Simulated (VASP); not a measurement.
Data:

```xyz
2
Lattice="0.0000 2.4900 2.4900 2.4900 0.0000 2.4900 2.4900 2.4900 0.0000" Properties=species:S:1:pos:R:3 pbc="T T T"
Gd     0.0000     0.0000     0.0000
N      2.4900     2.4900     2.4900
```

These are optB86b-vdW, VASP's PBE PAW potentials (set 64) (plane waves; VASP) values and carry that method's errors. Settings: 520 eV cut-off, 8×8×8 Γ-centred mesh, Gaussian smearing of 0.050 eV, potentials Gd_3 N.

The 4f electrons are frozen in the core of the lanthanide potential, so 4f levels, which can set the real gap, and their magnetism are missing.

Q: The ions, cell shape and volume are relaxed. Give the cell that the relaxation ends in.

A: 
```xyz
2
Lattice="0.0000 2.4763 2.4763 2.4763 0.0000 2.4763 2.4763 2.4763 0.0000" Properties=species:S:1:pos:R:3 pbc="T T T"
Gd     0.0000     0.0000     0.0000
N      2.4763     2.4763     2.4763
```
Space group Fm-3m (225), at a tolerance of 0.03 Å.

Q: How do energy and volume change from the first to the last step?

A: The energy (σ→0) changes by -2.2 meV/atom and the volume by -1.6 %, in 3 ionic steps.

```csv
step,E(σ→0) (eV),max force (eV/Å),pressure (GPa),volume (Å³)
1,-12.6739,0.000,-2.64,30.88
2,-12.6717,0.000,3.50,29.75
3,-12.6782,0.000,0.00,30.37
```

The compound is GdN in the rock salt structure. This run relaxes it. Symmetry was kept, so distortions that lower it aren't found.
